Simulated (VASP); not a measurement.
Calculation: LDA (Ceperley-Alder, Perdew-Zunger), VASP's LDA PAW potentials (set 64) (plane waves; VASP).

Input for VASP

**KPOINTS**
```
k-points along high-symmetry lines
15
Line-mode
Reciprocal
  0.000000   0.000000   0.000000 ! GAMMA
  0.000000   0.500000   0.000000 ! X

  0.000000   0.500000   0.000000 ! X
  0.500000   0.500000   0.000000 ! M

  0.500000   0.500000   0.000000 ! M
  0.000000   0.000000   0.000000 ! GAMMA

  0.000000   0.000000   0.000000 ! GAMMA
  0.500000   0.500000   0.500000 ! R

  0.500000   0.500000   0.500000 ! R
  0.000000   0.500000   0.000000 ! X

  0.500000   0.500000   0.500000 ! R
  0.500000   0.500000   0.000000 ! M
```

File POSCAR:
```
AuZn
3.0983940
  1.0000000053   0.0000000000   0.0000000000
  0.0000000000   1.0000000053   0.0000000000
  0.0000000000   0.0000000000   1.0000000053
Zn Au
1 1
Cart
  0.5000000026   0.5000000026   0.5000000026
  0.0000000000   0.0000000000   0.0000000000
```

INCAR:
```
SYSTEM = AuZn
PREC = Accurate
ENCUT = 400
EDIFF = 1E-7
NELM = 100
ALGO = Normal
LREAL = .FALSE.
LASPH = .TRUE.
ISMEAR = 0
SIGMA = 0.05
LMAXMIX = 6
LWAVE = .FALSE.
LCHARG = .FALSE.
LORBIT = 11
ICHARG = 11
```

POTCAR, in this order: Zn Au (LDA.64 set). Program: vasp_std. Read from the step before: CHGCAR.

Output

### OSZICAR
```
       N       E                     dE             d eps       ncg     rms          rms(c)
DAV:   1     0.110045763631E+03    0.11005E+03   -0.10230E+04  2812   0.169E+03
DAV:   2    -0.220921768705E+01   -0.11225E+03   -0.10772E+03  2827   0.307E+02
DAV:   3    -0.555820142619E+01   -0.33490E+01   -0.33381E+01  3400   0.639E+01
DAV:   4    -0.557773505498E+01   -0.19534E-01   -0.19532E-01  3211   0.418E+00
DAV:   5    -0.557799490953E+01   -0.25985E-03   -0.25985E-03  3379   0.482E-01
DAV:   6    -0.557800106413E+01   -0.61546E-05   -0.61547E-05  3288   0.638E-02
DAV:   7    -0.557800123676E+01   -0.17264E-06   -0.17288E-06  3421   0.118E-02
DAV:   8    -0.557800124121E+01   -0.44461E-08   -0.41751E-08  2491   0.182E-03
   1 F= -.55780012E+01 E0= -.55774474E+01  d E =-.110759E-02
```

File OUTCAR:
```
 val. band max:        8.5423890246   @ k =   0.5000   0.5000   0.2857

 cond. band min:       8.5830329822   @ k =   0.5000   0.5000   0.1429



 k-point     1 :       0.0000    0.0000    0.0000
  band No.  band energies     occupation
      1      -3.6087      2.00000
      2      -0.9471      2.00000
      3      -0.9471      2.00000
      4      -0.1591      2.00000
      5      -0.1591      2.00000
      6      -0.1591      2.00000
      7       1.8651      2.00000
      8       1.8651      2.00000
      9       3.6660      2.00000
     10       3.6660      2.00000
     11       3.6660      2.00000
     12      12.4764      0.00000
     13      12.4764      0.00000
     14      12.4764      0.00000
     15      16.8193      0.00000

 k-point     2 :       0.0000    0.0357    0.0000
  band No.  band energies     occupation
      1      -3.5851      2.00000
      2      -0.9414      2.00000
      3      -0.9393      2.00000
      4      -0.1594      2.00000
      5      -0.1594      2.00000
      6      -0.1569      2.00000
      7       1.8607      2.00000
      8       1.8716      2.00000
      9       3.6462      2.00000
     10       3.6462      2.00000
     11       3.6638      2.00000
     12      12.2763      0.00000
     13      12.5226      0.00000
     14      12.5226      0.00000
     15      16.9578      0.00000

 k-point     3 :       0.0000    0.0714    0.0000
  band No.  band energies     occupation
      1      -3.5143      2.00000
      2      -0.9243      2.00000
      3      -0.9164      2.00000
      4      -0.1602      2.00000
      5      -0.1602      2.00000
      6      -0.1504      2.00000
      7       1.8474      2.00000
      8       1.8906      2.00000
      9       3.5884      2.00000
     10       3.5884      2.00000
     11       3.6572      2.00000
     12      11.7593      0.00000
     13      12.6594      0.00000
     14      12.6594      0.00000
     15      17.2741      0.00000

...
```

The density is held fixed in this step, so its total energy and stress have no physical meaning. Unless said otherwise, spin-orbit coupling is left out, though it shifts the bands of the heavy elements here.

The compound is AuZn in the CsCl type structure. It was relaxed first. The electron count is odd and the run is not spin-polarised, which forces a metal.
